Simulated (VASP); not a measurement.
Here is the system:

```
BaTe
1.0
    0.00000     3.39651     3.59033
    3.42311     0.00000     3.59033
    3.42311     3.39651     0.00000
Ba Te
1 1
Direct
  0.00000   0.00000   0.00000
  0.49117   0.50883   0.50883
```

These are PBE GGA, VASP's PBE PAW potentials (set 64) (plane waves; VASP) values and carry that method's errors. Numerical set-up: 400 eV cut-off, 7×7×7 Γ-centred mesh, Gaussian smearing of 0.050 eV, potentials Ba_sv Te.

Problem. What does the run give for the energy per atom (σ→0), pressure?

Solution. 
The energy per atom (σ→0) is -4.277 eV/atom and the pressure is 2.39 GPa.

The absolute energy has meaning only against runs of the same code, potentials and settings.

The compound is BaTe in the rock salt structure. The cell was not relaxed at this level, atoms are displaced from their ideal sites. The run is one of a series of settings (KPOINTS 7×7×7 Γ-centred mesh against the base run), some of them coarse on purpose.
